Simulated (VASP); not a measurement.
Method: RPBE GGA, VASP's PBE PAW potentials (set 64) (plane waves; VASP).

Input for VASP

**INCAR**
```
! general
SYSTEM   =  ZnS
PREC     =  Accurate
ENCUT    =  520
LREAL    =  .FALSE.
LASPH    =  .TRUE.

! electronic loop
EDIFF    =  1E-7   ! SCF stop (eV)
NELM     =  100   ! most electronic steps
ALGO     =  Normal
LMAXMIX  =  4

! smearing
ISMEAR   =  -5   ! tetrahedra, Bloechl

! functional
GGA      =  RP   ! RPBE

! ions
ISIF     =  2

! output
LWAVE    =  .FALSE.
LCHARG   =  .TRUE.
LORBIT   =  11   ! lm-projected
NEDOS    =  601   ! DOS grid
```

POSCAR:
```
ZnS
1
    0.0000000000     2.7581679514     2.7581679514
    2.7581679514     0.0000000000     2.7581679514
    2.7581679514     2.7581679514     0.0000000000
Zn S
1 1
Direct
  0.0000000000   0.0000000000   0.0000000000
  0.2500000000   0.2500000000   0.2500000000
```

File KPOINTS:
```
Automatic mesh
0
Gamma
9 9 9
0 0 0
```

POTCAR, in this order: Zn S (PBE.64 set). Program: vasp_std.

The resulting files:

### OSZICAR
```
       N       E                     dE             d eps       ncg     rms          rms(c)
DAV:   1     0.902608957720E+02    0.90261E+02   -0.92527E+03   910   0.165E+03
DAV:   2    -0.210894797688E+00   -0.90472E+02   -0.86240E+02  1003   0.284E+02
DAV:   3    -0.653488225049E+01   -0.63240E+01   -0.62927E+01  1110   0.743E+01
DAV:   4    -0.662067297768E+01   -0.85791E-01   -0.85761E-01  1055   0.927E+00
DAV:   5    -0.662202049567E+01   -0.13475E-02   -0.13475E-02  1100   0.113E+00    0.690E+00
DAV:   6    -0.621368476062E+01    0.40834E+00   -0.89063E-01  1357   0.339E+01    0.535E+00
DAV:   7    -0.620156188509E+01    0.12123E-01   -0.33128E-01   965   0.529E+00    0.277E+00
DAV:   8    -0.620434422845E+01   -0.27823E-02   -0.75282E-03  1020   0.764E-01    0.763E-01
DAV:   9    -0.620555142971E+01   -0.12072E-02   -0.16062E-03  1050   0.412E-01    0.143E-01
DAV:  10    -0.620588426039E+01   -0.33283E-03   -0.32208E-04  1010   0.142E-01    0.588E-02
DAV:  11    -0.620600228536E+01   -0.11802E-03   -0.17400E-04   955   0.929E-02    0.137E-02
DAV:  12    -0.620600826508E+01   -0.59797E-05   -0.13978E-05  1055   0.386E-02    0.996E-03
DAV:  13    -0.620600867567E+01   -0.41060E-06   -0.11458E-06  1010   0.205E-02    0.134E-03
DAV:  14    -0.620600871593E+01   -0.40260E-07   -0.64055E-08   785   0.299E-03
   1 F= -.62060087E+01 E0= -.62060087E+01  d E =0.000000E+00
```

### OUTCAR
```
------------------------ aborting loop because EDIFF is reached ----------------------------------------
  FORCE on cell =-STRESS in cart. coord.  units (eV):
  Direction    XX          YY          ZZ          XY          YZ          ZX
  --------------------------------------------------------------------------------------
  Total       -0.0119442     -0.0119442     -0.0119442      0.0000000      0.0000000      0.0000000
  in kB       -0.4560095     -0.4560095     -0.4560095      0.0000000      0.0000000      0.0000000
  external PRESSURE =      -0.4560095 kB  Pullay stress =       0.0000000 kB
  volume of cell :       41.97
      direct lattice vectors                 reciprocal lattice vectors
     0.000000000  2.758167951  2.758167951    -0.181279751  0.181279751  0.181279751
     2.758167951  0.000000000  2.758167951     0.181279751 -0.181279751  0.181279751
     2.758167951  2.758167951  0.000000000     0.181279751  0.181279751 -0.181279751
  FREE ENERGIE OF THE ION-ELECTRON SYSTEM (eV)
  ---------------------------------------------------
  free  energy   TOTEN  =        -6.2060087159 eV

  energy  without entropy=       -6.2060087159  energy(sigma->0) =       -6.20600872

 total charge

# of ion       s       p       d       tot
------------------------------------------
    1        0.496   0.422   9.793  10.711
    2        1.319   2.426   0.000   3.745
--------------------------------------------------
tot          1.815   2.848   9.793  14.456
```
(Selected blocks of OUTCAR.)

### OUTCAR
```
 val. band max:        1.6678413139   @ k =   0.0000   0.0000   0.0000

 cond. band min:       3.6860369051   @ k =   0.0000   0.0000   0.0000


 Fermi energy:         1.6970279747

 k-point     1 :       0.0000    0.0000    0.0000
  band No.  band energies     occupation
      1     -11.0449      2.00000
      2      -4.4012      2.00000
      3      -4.4012      2.00000
      4      -4.4012      2.00000
      5      -3.9691      2.00000
      6      -3.9691      2.00000
      7       1.6678      2.00000
      8       1.6678      2.00000
      9       1.6678      2.00000
     10       3.6860      0.00000
     11       8.1563      0.00000
     12       8.1563      0.00000
     13       8.1563      0.00000

 k-point     2 :       0.1111    0.0000    0.0000
  band No.  band energies     occupation
      1     -10.9627      2.00000
      2      -4.3961      2.00000
      3      -4.3864      2.00000
      4      -4.3864      2.00000
      5      -3.9701      2.00000
      6      -3.9701      2.00000
      7       0.7927      2.00000
      8       1.5630      2.00000
      9       1.5630      2.00000
     10       4.3710      0.00000
     11       8.0564      0.00000
     12       8.3459      0.00000
     13       8.3460      0.00000

 k-point     3 :       0.2222    0.0000    0.0000
  band No.  band energies     occupation
      1     -10.7422      2.00000
      2      -4.3567      2.00000
      3      -4.3516      2.00000
      4      -4.3516      2.00000
      5      -3.9689      2.00000
      6      -3.9689      2.00000
      7      -0.6297      2.00000
      8       1.3177      2.00000
      9       1.3177      2.00000
     10       5.0242      0.00000
     11       8.3780      0.00000
     12       8.6878      0.00000
     13       8.6878      0.00000

 k-point     4 :       0.3333    0.0000    0.0000
  band No.  band energies     occupation
      1     -10.4655      2.00000
      2      -4.3184      2.00000
      3      -4.3184      2.00000
...
```

The compound is ZnS in the zinc blende structure. It was relaxed first, which changed the volume by +6 %.
